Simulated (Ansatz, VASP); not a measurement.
## Cross-check of SiO2 (Cristobalite) between VASP and Ansatz

Wanted: the spread between two codes on one cell, functional and k mesh. The cell is taken from a series of runs on this material, whose earlier steps may have relaxed, scaled, displaced or heated it; both programs get it as it stands.

Program: Ansatz 0.2.0. Level of theory: plane waves, with VASP 6.6.1 beside it; zone-centre phonons at LDA. Results are calculated unless marked as measured.

## (1) Starting point

It takes space group P4_12_12 (No. 92, tetragonal). The conventional cell has a = 4.943 Å, b = 4.943 Å, c = 6.869 Å, α = 90.00°, β = 90.00°, γ = 90.00°. Nearest to O lie 2 Si at 1.61 Å. Nearest to Si lie 4 O at 1.61 Å. Farther neighbours and most contacts between anions are not listed.

## (2) VASP: zone-centre phonons, LDA

Second derivatives magnify differences that forces hide, and they need a tight electronic threshold.

Lines of VASP's logs that name or quote its potential files are left out, and so is its time.

INCAR reads:

```
SYSTEM = SiO2
PREC = Accurate
ENCUT = 600
EDIFF = 1E-08
NELM = 120
ISMEAR = 0
SIGMA = 0.01
LREAL = .FALSE.
ALGO = Normal
GGA = PW92
NBANDS = 44
LORBIT = 11
LWAVE = .FALSE.
LCHARG = .FALSE.
ISIF = 2
IBRION = 8
LEPSILON = .TRUE.
LASPH = .TRUE.
GGA_COMPAT = .FALSE.
EFERMI = MIDGAP
KPAR = 2
```

POSCAR reads:

```
SiO2
1.0
    4.9433740821      0.0000000000      0.0000000000
    0.0000000000      4.9433740821      0.0000000000
    0.0000000000      0.0000000000      6.8685341161
O Si
8 4
Direct
    0.2372244518      0.1137106022      0.1835256194
    0.3862893978      0.7372244518      0.4335256194
    0.7627755482      0.8862893978      0.6835256194
    0.6137106022      0.2627755482      0.9335256194
    0.7372244518      0.3862893978      0.5664743806
    0.8862893978      0.7627755482      0.3164743806
    0.2627755482      0.6137106022      0.0664743806
    0.1137106022      0.2372244518      0.8164743806
    0.3045514045      0.3045514045      0.0000000000
    0.1954485955      0.8045514045      0.2500000000
    0.6954485955      0.6954485955      0.5000000000
    0.8045514045      0.1954485955      0.7500000000
```

KPOINTS reads:

```
Automatic mesh
0
Gamma
4 4 4
0 0 0
```

The projector-augmented-wave data sets are O and Si (LDA family, release 64).

On the command line:

```
$ mpirun -np 2 vasp_std
```

Numbers of over 12 decimals in the logs are rounded to 6 here.

Output:

```text
[banner, memory and clock lines left out]
running    2 mpi-ranks, on    1 nodes
 distrk:  each k-point on    1 cores,    2 groups
 distr:  one band on    1 cores,    1 groups

 POSCAR found type information on POSCAR O Si
 POSCAR found :  2 types and      12 ions
|                                                                             |
|               ----> ADVICE to this user running VASP <----                  |
|                                                                             |
|     You enforced a specific xc type in the INCAR file but a different       |
|     [... a line on the potential file left out ...]
|     I HOPE YOU KNOW WHAT YOU ARE DOING!                                     |
|                                                                             |

 LDA part: xc-table for (Slater(with rela. corr.)+PW92), standard interpolation
 POSCAR, INCAR and KPOINTS ok, starting setup
 FFT: planning ... GRIDC
 FFT: planning ... GRID_SOFT
 FFT: planning ... GRID
 WAVECAR not read
 entering main loop
       N       E                     dE             d eps       ncg     rms          rms(c)
DAV:   1     0.421194694503E+03    0.42119E+03   -0.35604E+04  1584   0.149E+03
DAV:   2    -0.856916495868E+02   -0.50689E+03   -0.49090E+03  2036   0.325E+02
DAV:   3    -0.117066322685E+03   -0.31375E+02   -0.31227E+02  1976   0.855E+01
DAV:   4    -0.117479938745E+03   -0.41362E+00   -0.41285E+00  1992   0.108E+01
DAV:   5    -0.117487051206E+03   -0.71125E-02   -0.71081E-02  1940   0.139E+00    0.302E+01
DAV:   6    -0.104262142627E+03    0.13225E+02   -0.51085E+01  1860   0.327E+01    0.151E+01
DAV:   7    -0.104041661858E+03    0.22048E+00   -0.14277E+00  1848   0.508E+00    0.523E+00
DAV:   8    -0.103921211830E+03    0.12045E+00   -0.77134E-02  1948   0.167E+00    0.201E+00
DAV:   9    -0.103900837575E+03    0.20374E-01   -0.29706E-02  1984   0.105E+00    0.306E-01
DAV:  10    -0.103901784150E+03   -0.94657E-03   -0.33941E-03  1876   0.285E-01    0.114E-01
DAV:  11    -0.103901718546E+03    0.65604E-04   -0.83882E-04  1892   0.151E-01    0.170E-02
DAV:  12    -0.103901722614E+03   -0.40676E-05   -0.22534E-05  1816   0.221E-02    0.947E-03
DAV:  13    -0.103901723416E+03   -0.80243E-06   -0.71364E-06  1888   0.124E-02    0.421E-03
DAV:  14    -0.103901723622E+03   -0.20608E-06   -0.20457E-07  1936   0.239E-03    0.864E-04
DAV:  15    -0.103901723637E+03   -0.14203E-07   -0.13748E-08  1312   0.624E-04    0.418E-04
DAV:  16    -0.103901723635E+03    0.12751E-08   -0.39698E-09  1204   0.347E-04
   1 F= -.10390172E+03 E0= -.10390172E+03  d E =0.000000E+00
 Linear response reoptimize wavefunctions to high precision
DAV:   1    -0.103901723636E+03   -0.29650E-09   -0.35548E-09  1052   0.296E-04
DAV:   2    -0.103901723636E+03    0.29104E-10   -0.39590E-10  1032   0.101E-04
 Linear response G [H, r] |phi>, progress :
  Direction:   1
       N       E                     dE             d eps       ncg     rms
RMM:   1    -0.243020902788E+03   -0.24302E+03    0.23026E+02  3648   0.962E+01
RMM:   2    -0.226454901272E+03    0.16566E+02   -0.15070E+01  2743   0.188E+01
RMM:   3    -0.226586687559E+03   -0.13179E+00   -0.29916E-01  2855   0.236E+00
RMM:   4    -0.226591958084E+03   -0.52705E-02   -0.78639E-03  2980   0.380E-01
RMM:   5    -0.226592088259E+03   -0.13018E-03   -0.31183E-04  3006   0.702E-02
RMM:   6    -0.226592095681E+03   -0.74215E-05    0.12883E-05  3038   0.144E-02
RMM:   7    -0.226592095882E+03   -0.20186E-06    0.24972E-05  3093   0.471E-03
RMM:   8    -0.226592095704E+03    0.17797E-06    0.27023E-05  3087   0.307E-03
RMM:   9    -0.226592095720E+03   -0.15454E-07    0.72601E-06  2991   0.285E-03
RMM:  10    -0.226592095767E+03   -0.47520E-07   -0.35045E-05  2884   0.282E-03
RMM:  11    -0.226592096266E+03   -0.49868E-06    0.23900E-04  2886   0.284E-03
 Linear response G [H, r] |phi>, progress :
  Direction:   2
       N       E                     dE             d eps       ncg     rms
RMM:   1    -0.241064742515E+03   -0.24106E+03    0.24819E+02  3565   0.960E+01
RMM:   2    -0.232550362876E+03    0.85144E+01   -0.13227E+01  2741   0.181E+01
RMM:   3    -0.232670107748E+03   -0.11974E+00   -0.24386E-01  2838   0.219E+00
RMM:   4    -0.232674899635E+03   -0.47919E-02   -0.69661E-03  2959   0.363E-01
RMM:   5    -0.232675010795E+03   -0.11116E-03   -0.26668E-04  3001   0.648E-02
RMM:   6    -0.232675016591E+03   -0.57960E-05    0.11393E-05  3036   0.131E-02
RMM:   7    -0.232675016023E+03    0.56810E-06    0.29169E-05  3088   0.414E-03
RMM:   8    -0.232675016305E+03   -0.28217E-06    0.29197E-05  3084   0.262E-03
RMM:   9    -0.232675016483E+03   -0.17808E-06    0.29294E-05  2960   0.241E-03
RMM:  10    -0.232675017153E+03   -0.66974E-06    0.78115E-05  2869   0.239E-03
RMM:  11    -0.232675018069E+03   -0.91615E-06    0.68861E-05  2858   0.240E-03
[...]
RMM:   7    -0.646002498077E+00   -0.43514E-03   -0.26667E-04  2994   0.416E-02    0.678E-03
RMM:   8    -0.646241099830E+00   -0.23860E-03   -0.98585E-06  2965   0.645E-03    0.220E-03
RMM:   9    -0.646262282544E+00   -0.21183E-04    0.88377E-06  3012   0.186E-03    0.951E-04
RMM:  10    -0.646253570418E+00    0.87121E-05    0.11319E-05  3015   0.584E-04    0.443E-04
RMM:  11    -0.646259346590E+00   -0.57762E-05    0.14295E-05  3010   0.557E-04    0.667E-05
[...]
RMM:  12    -0.370685250068E+00   -0.18705E-06   -0.27462E-08  6072   0.727E-05    0.579E-06
RMM:  13    -0.370685215057E+00    0.35010E-07   -0.51224E-08  6243   0.635E-05    0.289E-06
RMM:  14    -0.370685238286E+00   -0.23229E-07   -0.71902E-08  6109   0.630E-05    0.131E-06
RMM:  15    -0.370685226954E+00    0.11333E-07    0.26244E-08  6131   0.623E-05    0.608E-07
RMM:  16    -0.370685229324E+00   -0.23705E-08   -0.30519E-08  6012   0.619E-05    0.233E-07
 first order change of Fermi-energy  -0.12859E+00
 force on displaced ion       1 direction 2 :  -7.563 -42.506  22.528
 Born effective charge ion    1 direction 2 :  -0.163  -2.265   0.763
 Linear response progress:
  Degree of freedom:   3/  5
       N       E                     dE             d eps       ncg     rms          rms(c)
RMM:   1    -0.377526710723E+00   -0.37753E+00    0.34947E-01  6279   0.268E+00
RMM:   2    -0.368603137614E+00    0.89236E-02   -0.10339E-02  5319   0.444E-01    0.308E-01
RMM:   3    -0.369062150452E+00   -0.45901E-03   -0.24136E-03  5693   0.196E-01    0.165E-01
RMM:   4    -0.370669556384E+00   -0.16074E-02   -0.13039E-03  5498   0.143E-01    0.461E-02
RMM:   5    -0.370872437094E+00   -0.20288E-03   -0.85095E-05  5954   0.348E-02    0.200E-02
RMM:   6    -0.370711116634E+00    0.16132E-03   -0.40412E-05  5952   0.165E-02    0.348E-03
RMM:   7    -0.370749038277E+00   -0.37922E-04    0.61773E-06  6029   0.427E-03    0.162E-03
RMM:   8    -0.370738308566E+00    0.10730E-04    0.22600E-06  6025   0.155E-03    0.587E-04
RMM:   9    -0.370734970355E+00    0.33382E-05   -0.14697E-08  5954   0.554E-04    0.318E-04
RMM:  10    -0.370736435176E+00   -0.14648E-05    0.10018E-06  5975   0.338E-04    0.700E-05
RMM:  11    -0.370736509040E+00   -0.73864E-07    0.72498E-07  6037   0.119E-04    0.294E-05
RMM:  12    -0.370736596908E+00   -0.87868E-07    0.81812E-07  6055   0.830E-05    0.887E-06
RMM:  13    -0.370736574653E+00    0.22255E-07    0.63522E-07  6244   0.689E-05    0.321E-06
RMM:  14    -0.370736593026E+00   -0.18373E-07    0.55237E-07  6136   0.671E-05    0.112E-06
RMM:  15    -0.370736582959E+00    0.10067E-07    0.58135E-07  6112   0.665E-05    0.612E-07
RMM:  16    -0.370736584782E+00   -0.18225E-08    0.83856E-07  6050   0.662E-05    0.237E-07
RMM:  17    -0.370736582565E+00    0.22170E-08    0.64526E-07  6127   0.657E-05    0.102E-07
RMM:  18    -0.370736582995E+00   -0.43085E-09    0.68071E-07  6223   0.654E-05    0.762E-08
 first order change of Fermi-energy  -0.56508E-01
 force on displaced ion       1 direction 3 :   6.217  22.539 -26.579
 Born effective charge ion    1 direction 3 :   0.072   0.765  -1.632
 Linear response progress:
  Degree of freedom:   4/  5
       N       E                     dE             d eps       ncg     rms          rms(c)
RMM:   1    -0.488721702716E-01   -0.48872E-01   -0.27022E-02  9328   0.134E+00
RMM:   2    -0.259045378907E-01    0.22968E-01   -0.48251E-03  5584   0.396E-01    0.280E-01
RMM:   3    -0.252917077029E-01    0.61283E-03   -0.12112E-03  5856   0.124E-01    0.154E-01
RMM:   4    -0.249230201439E-01    0.36869E-03   -0.60946E-04  5980   0.779E-02    0.335E-02
RMM:   5    -0.248718580510E-01    0.51162E-04   -0.83598E-05  5969   0.195E-02    0.981E-03
RMM:   6    -0.248475242057E-01    0.24334E-04   -0.26326E-05  5897   0.112E-02    0.241E-03
RMM:   7    -0.248456045958E-01    0.19196E-05    0.14526E-05  5996   0.296E-03    0.128E-03
RMM:   8    -0.248493803121E-01   -0.37757E-05   -0.19607E-06  5928   0.134E-03    0.282E-04
RMM:   9    -0.248494206564E-01   -0.40344E-07   -0.13907E-06  5990   0.303E-04    0.179E-04
RMM:  10    -0.248493533338E-01    0.67323E-07    0.88312E-07  5972   0.195E-04    0.454E-05
RMM:  11    -0.248494836966E-01   -0.13036E-06   -0.36685E-07  6003   0.672E-05    0.174E-05
RMM:  12    -0.248494438989E-01    0.39798E-07   -0.17126E-07  6070   0.324E-05    0.689E-06
RMM:  13    -0.248494300756E-01    0.13823E-07   -0.11219E-08  6232   0.219E-05    0.299E-06
RMM:  14    -0.248494432633E-01   -0.13188E-07   -0.21644E-07  6058   0.204E-05    0.826E-07
RMM:  15    -0.248494240063E-01    0.19257E-07   -0.87562E-08  5842   0.194E-05    0.499E-07
RMM:  16    -0.248494238153E-01    0.19092E-09   -0.60490E-08  5631   0.192E-05    0.251E-07
 first order change of Fermi-energy   0.49933E-01
 force on displaced ion       9 direction 1 : -45.905   0.133   1.363
 Born effective charge ion    9 direction 1 :   3.320   0.024  -0.349
 Linear response progress:
  Degree of freedom:   5/  5
       N       E                     dE             d eps       ncg     rms          rms(c)
RMM:   1    -0.548097184604E-01   -0.54810E-01   -0.57930E-02  9395   0.138E+00
RMM:   2    -0.278136773356E-01    0.26996E-01   -0.45803E-03  5578   0.414E-01    0.292E-01
RMM:   3    -0.269285763367E-01    0.88510E-03   -0.11871E-03  5915   0.131E-01    0.164E-01
RMM:   4    -0.264342135741E-01    0.49436E-03   -0.17105E-03  6035   0.993E-02    0.339E-02
RMM:   5    -0.263153908570E-01    0.11882E-03   -0.41974E-04  6004   0.248E-02    0.135E-02
RMM:   6    -0.262588172352E-01    0.56574E-04   -0.75356E-05  5928   0.164E-02    0.394E-03
RMM:   7    -0.262572995380E-01    0.15177E-05   -0.16320E-05  6024   0.488E-03    0.235E-03
RMM:   8    -0.262607559328E-01   -0.34564E-05   -0.14365E-05  5983   0.246E-03    0.463E-04
RMM:   9    -0.262597278622E-01    0.10281E-05   -0.29180E-06  5995   0.479E-04    0.268E-04
RMM:  10    -0.262602146710E-01   -0.48681E-06   -0.37800E-06  5922   0.248E-04    0.624E-05
RMM:  11    -0.262601341787E-01    0.80492E-07   -0.27377E-06  6047   0.714E-05    0.278E-05
RMM:  12    -0.262600074277E-01    0.12675E-06   -0.24022E-06  6056   0.429E-05    0.127E-05
RMM:  13    -0.262599824535E-01    0.24974E-07   -0.20709E-06  6065   0.265E-05    0.415E-06
RMM:  14    -0.262599694059E-01    0.13048E-07   -0.21151E-06  6085   0.205E-05    0.152E-06
RMM:  15    -0.262599680399E-01    0.13660E-08   -0.19649E-06  6043   0.191E-05    0.882E-07
RMM:  16    -0.262599714849E-01   -0.34450E-08   -0.19435E-06  5748   0.186E-05    0.230E-07
RMM:  17    -0.262599675157E-01    0.39692E-08   -0.19673E-06  5682   0.184E-05    0.156E-07
RMM:  18    -0.262599529740E-01    0.14542E-07   -0.18206E-06  5713   0.182E-05    0.341E-08
 first order change of Fermi-energy   0.14188E-05
 force on displaced ion       9 direction 3 :   1.387  -1.390 -50.927
 Born effective charge ion    9 direction 3 :   0.180  -0.180   3.263
 Born effective charges drift removed
 Linear response finished
```

[end of part 1 of 3]

[Lines on the potential files, build, host, timing and source positions are cut from VASP's logs without a mark.]

[Logs are printed without paths, hosts, clocks, repeated set-up lines and the standing remarks that a program may print on its own settings, such as how far it seeks lower states.]

[Hosts, paths, dates, database ids (printed as entryN), source tags and the programs' standing remarks are cut or masked in the printed files.]
